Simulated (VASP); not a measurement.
Output of a VASP run:

OSZICAR:
```
...
DAV:   4    -0.800895390402E+02   -0.27722E-04   -0.50892E-05  1032   0.577E-02    0.193E-02
DAV:   5    -0.800894847398E+02    0.54300E-04   -0.47311E-05   888   0.595E-02    0.648E-03
DAV:   6    -0.800895471609E+02   -0.62421E-04   -0.16031E-05   864   0.334E-02    0.201E-03
DAV:   7    -0.800895425897E+02    0.45712E-05   -0.12126E-06   510   0.920E-03    0.119E-03
DAV:   8    -0.800895477281E+02   -0.51384E-05   -0.30599E-07   456   0.486E-03    0.508E-04
DAV:   9    -0.800895434576E+02    0.42705E-05   -0.20646E-07   444   0.417E-03    0.323E-04
DAV:  10    -0.800895464058E+02   -0.29482E-05   -0.42545E-08   438   0.175E-03    0.160E-04
DAV:  11    -0.800895453452E+02    0.10607E-05   -0.72772E-09   438   0.657E-04    0.105E-04
DAV:  12    -0.800895457784E+02   -0.43327E-06   -0.20036E-09   438   0.313E-04
   6 F= -.80089546E+02 E0= -.80088943E+02  d E =-.277538E-01
       N       E                     dE             d eps       ncg     rms          rms(c)
DAV:   1    -0.800896102212E+02   -0.64876E-04   -0.40364E-03   864   0.341E-01    0.347E-02
DAV:   2    -0.800895908693E+02    0.19352E-04   -0.10427E-04  1038   0.642E-02    0.203E-02
DAV:   3    -0.800895886642E+02    0.22051E-05   -0.30526E-05   960   0.364E-02    0.580E-03
DAV:   4    -0.800895829198E+02    0.57444E-05   -0.22844E-06   716   0.127E-02    0.381E-03
DAV:   5    -0.800895877989E+02   -0.48792E-05   -0.18689E-06   564   0.116E-02    0.150E-03
DAV:   6    -0.800895832885E+02    0.45105E-05   -0.64374E-07   450   0.639E-03    0.591E-04
DAV:   7    -0.800895845547E+02   -0.12662E-05   -0.78362E-08   444   0.247E-03    0.279E-04
DAV:   8    -0.800895835282E+02    0.10265E-05   -0.22903E-08   450   0.136E-03    0.165E-04
DAV:   9    -0.800895840273E+02   -0.49907E-06   -0.44075E-09   438   0.594E-04
   7 F= -.80089584E+02 E0= -.80088917E+02  d E =-.277920E-01
       N       E                     dE             d eps       ncg     rms          rms(c)
DAV:   1    -0.800895511067E+02    0.32422E-04   -0.61424E-02   882   0.141E+00    0.155E-01
DAV:   2    -0.800895279224E+02    0.23184E-04   -0.17868E-03  1032   0.268E-01    0.924E-02
DAV:   3    -0.800895001005E+02    0.27822E-04   -0.47653E-04   906   0.161E-01    0.221E-02
DAV:   4    -0.800895389142E+02   -0.38814E-04   -0.72697E-05   858   0.721E-02    0.148E-02
DAV:   5    -0.800895303823E+02    0.85320E-05   -0.24323E-05   912   0.407E-02    0.938E-03
DAV:   6    -0.800895423058E+02   -0.11923E-04   -0.15107E-05   888   0.303E-02    0.221E-03
DAV:   7    -0.800895445512E+02   -0.22455E-05   -0.18831E-06   576   0.122E-02    0.957E-04
DAV:   8    -0.800895438789E+02    0.67237E-06   -0.51936E-07   462   0.627E-03
   8 F= -.80089544E+02 E0= -.80089003E+02  d E =0.401484E-04
       N       E                     dE             d eps       ncg     rms          rms(c)
DAV:   1    -0.800900088534E+02   -0.46430E-03   -0.16185E-02   882   0.725E-01    0.802E-02
DAV:   2    -0.800900075712E+02    0.12822E-05   -0.47053E-04  1032   0.138E-01    0.473E-02
DAV:   3    -0.800900098211E+02   -0.22498E-05   -0.12323E-04   906   0.827E-02    0.114E-02
DAV:   4    -0.800900228935E+02   -0.13072E-04   -0.18922E-05   858   0.371E-02    0.763E-03
DAV:   5    -0.800900203092E+02    0.25843E-05   -0.68024E-06   900   0.217E-02    0.475E-03
DAV:   6    -0.800900268362E+02   -0.65270E-05   -0.40435E-06   856   0.160E-02    0.114E-03
DAV:   7    -0.800900259177E+02    0.91852E-06   -0.47652E-07   432   0.608E-03
   9 F= -.80090026E+02 E0= -.80089416E+02  d E =-.441890E-03
```

**OUTCAR**
```
------------------------ aborting loop because EDIFF is reached ----------------------------------------
  FORCE on cell =-STRESS in cart. coord.  units (eV):
  Direction    XX          YY          ZZ          XY          YZ          ZX
  --------------------------------------------------------------------------------------
  Total        0.0212927      0.0212927      0.0080450     -0.0000000     -0.0000000     -0.0000000
  in kB        0.3444426      0.3444426      0.1301398     -0.0000000     -0.0000000     -0.0000000
  external PRESSURE =       0.2730083 kB  Pullay stress =       0.0000000 kB
  volume of cell :       99.04
      direct lattice vectors                 reciprocal lattice vectors
     3.951679989  0.000000040 -0.000000000     0.253056927  0.146102528  0.000000000
    -1.975840425  3.422254986  0.000000000    -0.000000003  0.292204993  0.000000000
     0.000000000  0.000000000  7.323708435     0.000000000 -0.000000000  0.136542847
 POSITION                                       TOTAL-FORCE (eV/Angst)
 -----------------------------------------------------------------------------------
      0.00000      0.00000      0.00000         0.000000      0.000000     -0.000000
      0.00000      0.00000      3.66185         0.000000      0.000000     -0.000000
     -0.00000      2.28150      1.83093         0.000000      0.000000     -0.000000
      1.97584      1.14075      5.49278        -0.000000     -0.000000      0.000000
 -----------------------------------------------------------------------------------
    total drift:                               -0.000000      0.000000      0.000000
  FREE ENERGIE OF THE ION-ELECTRON SYSTEM (eV)
  ---------------------------------------------------
  free  energy   TOTEN  =       -80.0900259177 eV

  energy  without entropy=      -80.0881947592  energy(sigma->0) =      -80.08941553

 reached required accuracy - stopping structural energy minimisation
```
(Selected blocks of OUTCAR.)

File POSCAR:
```
SbAs
1
    4.0455275693     0.0000000286     0.0000000000
   -2.0227642356     3.5035293606    -0.0000000000
   -0.0000000000    -0.0000000000     6.9082527128
Sb As
2 2
Direct
  0.0000000000   0.0000000000   0.0000000000
  0.0000000000   0.0000000000   0.5000000000
  0.3333330000   0.6666670000   0.2500000000
  0.6666670000   0.3333330000   0.7500000000
```

### Question
Write an INCAR and KPOINTS that could have produced this output.

### Answer
Several could match; the one computed here: the input of the run itself, r2SCAN meta-GGA, plane waves, VASP's PBE PAW potentials (set 64).

File KPOINTS:
```
K-points
0
Gamma
8 8 4
```

**INCAR**
```
# general
SYSTEM  = SbAs
PREC    = Accurate
ENCUT   = 400   # plane-wave cut-off (eV)
LREAL   = .FALSE.
LASPH   = .TRUE.   # aspherical one-centre terms

# electronic loop
EDIFF   = 1E-6
NELM    = 100
ALGO    = Normal
LMAXMIX = 4   # l cut-off of mixed one-centre charges
LMIXTAU = .TRUE.

# smearing
ISMEAR  = 1
SIGMA   = 0.1   # width (eV)

# functional
METAGGA = R2SCAN

# ions
IBRION  = 2
NSW     = 60   # most ionic steps
ISIF    = 3   # ions, shape and volume
EDIFFG  = -0.02

# output
LWAVE   = .FALSE.
LCHARG  = .FALSE.
```

POTCAR, in this order: Sb As (PBE.64 set). Program: vasp_std.

The structure was generated: SbAs was put into the NiAs type (P6_3/mmc), which need not be its known phase. This run relaxes it. Symmetry was kept, so distortions that lower it aren't found. The start is the result of an earlier pass.
